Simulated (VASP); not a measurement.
Consider the following.

```
CELL_PARAMETERS angstrom
      0.00000     2.42002     2.42002
      2.42002     0.00000     2.42002
      2.42002     2.42002     0.00000
ATOMIC_POSITIONS crystal
  Be 0.00000 0.00000 0.00000
  S  0.25000 0.25000 0.25000
```

Level of theory: PBEsol GGA, VASP's PBE PAW potentials (set 64) (plane waves; VASP). Settings: 400 eV cut-off, Gaussian smearing of 0.050 eV, potentials Be S.

Problem. What does the run give for the band gap (along the path) with the smallest direct gap where there is one?

Solution. 
```json
{
 "band gap (along the path)": "2.91 eV",
 "smallest direct gap (along the path)": "5.56 eV"
}
```

The structure was generated: BeS was put into the zinc blende type (F-43m), which need not be its known phase. It was relaxed first, which changed the volume by +13 %.
